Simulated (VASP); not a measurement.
Consider the following.

```yaml
crystal:
  lattice:
    - [1.86150, -3.22421, 0.00000]
    - [1.86150, 3.22421, 0.00000]
    - [0.00000, 0.00000, 5.84460]
  atoms:
    - { symbol: Y, position: [0.33333, 0.66667, 0.25000] }
    - { symbol: Y, position: [0.66667, 0.33333, 0.75000] }
```

Calculation: PBE GGA, VASP's PBE PAW potentials (set 64) (plane waves; VASP). Settings: 400 eV cut-off, 5×5×3 Γ-centred mesh, first-order Methfessel-Paxton smearing of 0.10 eV, potentials Y_sv.

Q: Give the stress tensor in GPa (positive for a compressed cell).

A: 
```
-1.74   0.00   0.00
 0.00  -1.74   0.00
 0.00   0.00  -3.67
```
The pressure is its mean diagonal, -2.39 GPa.

The compound is Y in the hcp structure. The cell was not relaxed at this level. The k-mesh is coarse (spacing up to 0.39 per Å, 2π included), so the numbers may not be converged in it. The run is one of a series of settings (KPOINTS 5×5×3 Γ-centred mesh against the base run), some of them coarse on purpose.
